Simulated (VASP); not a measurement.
Consider the following.

```
VN
1.0
    0.00000     2.03795     2.03795
    2.03795     0.00000     2.03795
    2.03795     2.03795     0.00000
V N
1 1
Direct
  0.00000   0.00000   0.00000
  0.50000   0.50000   0.50000
```

These are PBEsol GGA, VASP's PBE PAW potentials (set 64) (plane waves; VASP) values and carry that method's errors. Settings: 520 eV cut-off, 14×14×14 Γ-centred mesh, first-order Methfessel-Paxton smearing of 0.10 eV, potentials V_sv N.

Q: Estimate the energy per atom (σ→0), band gap (on the k-mesh) with the smallest direct gap where there is one.

A: 
| Quantity | Value |
|---|---|
| band gap (on the k-mesh) | none (metal, semimetal or under 0.01 eV) |
| energy per atom (σ→0) | -10.279 eV/atom |

Only differences to runs with the same potentials and settings are physical.

The compound is VN in the rock salt structure, which distorts at low temperature. It was relaxed first. The start is the result of an earlier pass. The run is not spin-polarised, so no magnetic state was tried. VASP warned that the highest band is occupied, so more bands are needed.
